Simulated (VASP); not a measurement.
Input for VASP

KPOINTS:
```
Automatic mesh
0
Gamma
16 16 16
0 0 0
```

**POSCAR**
```
Ta
1
   -1.6254249979     1.6254249979     1.6254249979
    1.6254249979    -1.6254249979     1.6254249979
    1.6254249979     1.6254249979    -1.6254249979
Ta
1
Direct
  0.0000000000   0.0000000000   0.0000000000
```

INCAR:
```
ALGO  =  Normal
EDIFF  =  1E-7
ENCUT  =  520
GGA  =  PS
ISIF  =  2
ISMEAR  =  1
LASPH  =  T
LCHARG  =  F
LMAXMIX  =  6
LREAL  =  F
LWAVE  =  F
NELM  =  100
PREC  =  Accurate
SIGMA  =  0.1
SYSTEM  =  Ta
```

POTCAR, in this order: Ta_pv (PBE.64 set). Program: vasp_std.

Problem. Write an equivalent input for Quantum ESPRESSO's pw.x.

Solution. One equivalent input (not run):
```
&CONTROL
  calculation = 'scf'
  pseudo_dir = './pseudo'
  outdir = './out'
  tprnfor = .true.
  tstress = .true.
/
&SYSTEM
  ibrav = 0
  nat = 1
  ntyp = 1
  ecutwfc = 58
  occupations = 'smearing'
  smearing = 'methfessel-paxton'
  degauss = 0.00735
  input_dft = 'pbesol'
/
&ELECTRONS
  conv_thr = 7.3e-09
  electron_maxstep = 100
/
ATOMIC_SPECIES
  Ta 180.948 Ta.upf
CELL_PARAMETERS angstrom
    -1.6254250    1.6254250    1.6254250
     1.6254250   -1.6254250    1.6254250
     1.6254250    1.6254250   -1.6254250
ATOMIC_POSITIONS crystal
  Ta   0.0000000  0.0000000  0.0000000
K_POINTS automatic
  16 16 16 0 0 0
```
What does not carry over: the potentials are each code's own (VASP's PAW set, PseudoDojo norm-conserving files in pw.x), so ENCUT and ecutwfc are chosen apart and not converted; conv_thr bounds pw.x's estimated SCF error, while EDIFF bounds the energy change between steps.

The compound is Ta in the bcc structure. This cell is one point of a volume scan, at 0.97 of the reference volume.
